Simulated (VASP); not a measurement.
Given:

```
CELL_PARAMETERS angstrom
      0.00000     1.99301     1.99301
      1.99301     0.00000     1.99301
      1.99301     1.99301     0.00000
ATOMIC_POSITIONS crystal
  Ag 0.00000 0.00000 0.00000
```

These are PBE GGA with D3 dispersion (Becke-Johnson damping), VASP's PBE PAW potentials (set 64) (plane waves; VASP) values and carry that method's errors. Numerical set-up: 520 eV cut-off, 15×15×15 Γ-centred mesh, first-order Methfessel-Paxton smearing of 0.10 eV, potentials Ag.

Q: Give the stress tensor in GPa (positive for a compressed cell).

A: 
```
8.24  0.00  0.00
0.00  8.24  0.00
0.00  0.00  8.24
```
The pressure is its mean diagonal, 8.24 GPa.

The compound is Ag in the fcc structure. This cell is one point of a volume scan, at 0.94 of the reference volume.
